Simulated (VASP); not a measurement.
Input:

```
SrO
1.0
    0.00000     2.60240     2.60240
    2.60240     0.00000     2.60240
    2.60240     2.60240     0.00000
Sr O
1 1
Cartesian
  0.00000   0.00000   0.00000
  2.60240   2.60240   2.60240
```

Method: Hartree-Fock, VASP's PBE PAW potentials (set 64) (plane waves; VASP). Run with 520 eV cut-off, 6×6×6 Γ-centred mesh, Gaussian smearing of 0.050 eV, potentials Sr_sv O.

Estimate the energy per atom (σ→0), pressure, band gap (over the mesh, the named points and PBE's band edges) with the smallest direct gap where there is one.

```json
{
 "band gap (over the mesh, the named points and PBE's band edges)": "12.78 eV",
 "smallest direct gap (over the mesh, the named points and PBE's band edges)": "12.93 eV",
 "energy per atom (σ→0)": "-10658 meV/atom",
 "pressure": "12.0 kbar"
}
```

Only differences to runs with the same potentials and settings are physical.

The compound is SrO in the rock salt structure. It was relaxed first.
